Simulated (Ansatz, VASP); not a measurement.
# Two plane-wave programs on TaBi

```xyz
2
Lattice="0.0000 2.9146 2.9146 2.9146 0.0000 2.9146 2.9146 2.9146 0.0000" Properties=species:S:1:pos:R:3 pbc="T T T"
Ta    0.0000    0.0000    0.0000
Bi    2.9146    2.9146    2.9146
```

Alike in both runs: functional PBE; k mesh 12 × 12 × 12; occupations fermi-dirac, width 0.1 eV; no spin polarisation.

Ansatz relaxed the structure, and its values are those at the end. VASP's run is a single point on that final structure, the one shown.

|  | VASP | Ansatz |
| --- | --- | --- |
| version | VASP 6.6.1 | Ansatz 0.2.0 |
| potentials or method | VASP PAW PBE potentials, release 64 (Ta_pv, Bi_d) | PAW with Ansatz's default frozen-core files, scalar-relativistic |
| plane-wave cutoff (eV) | 520 | 420 |
| valence electrons in the cell | 26 | 28 |

|  | VASP | Ansatz | Ansatz less VASP |
| --- | --- | --- | --- |
| pressure (GPa) | 0.0 | 0.0 | +0.01 |

The two sets of potentials don't hold the same shells in valence.
